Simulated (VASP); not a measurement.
Runs of VASP 6.6.1 on HfIn4SiO6. It takes space group C2 (No. 5, monoclinic). Conventional cell: a = 5.432 Å, b = 9.407 Å, c = 7.636 Å, α = 90.00°, β = 104.07°, γ = 90.00°. Around Hf (site symmetry 2) lie 6 O at 2.13 to 2.14 Å. In (site symmetry 2) is surrounded by 2 O at 2.73 Å and 4 In at 3.12 Å. In (site symmetry 2) is surrounded by 6 O at 2.23 Å. In (site symmetry 2) is surrounded by 2 O at 2.73 Å and 3 In at 3.07 to 3.12 Å. In (site symmetry 2) is surrounded by 2 O at 2.73 Å and 3 In at 3.07 to 3.12 Å. Si (site symmetry 2) is surrounded by 6 O at 1.85 Å. O (site symmetry 1) is surrounded by 1 Si at 1.85 Å. O (site symmetry 1) is surrounded by 1 Si at 1.85 Å. The cell was built by a generator and needn't be a form met in nature.

```csv
level,gap on the mesh (eV),pressure (GPa),relaxed volume (Å³/atom),largest force (eV/Å)
vdW-DF-cx,none,0.0,(a),0.01
optB88-vdW,none,0.1,15.45,0.01
rev-vdW-DF2,none,0.0,(b),0.01
r2SCAN,none,0.0,15.10,0.02
SCAN,none,0.0,14.99,0.01
```

Alike in all rows: task relaxation of cell and atoms; potentials or basis VASP PAW PBE potentials, release 64 (Hf_pv, In_d, Si, O); no spin polarisation; cell relaxed; k mesh 6 × 6 × 4; cutoff (eV) 600; smearing fermi-dirac 0.05 eV.

Problem. Estimate the missing entries.

Solution. (a) 15.02; (b) 15.27.

Caveats: the PAW data sets were made with another functional, which shifts forces and pressure a little.

A k mesh can miss the band edges, and the runs leave out spin-orbit coupling on Hf, In.

A gap of «none» marks a metal or a gap under the smearing width.

Not every run made on this cell is shown here.
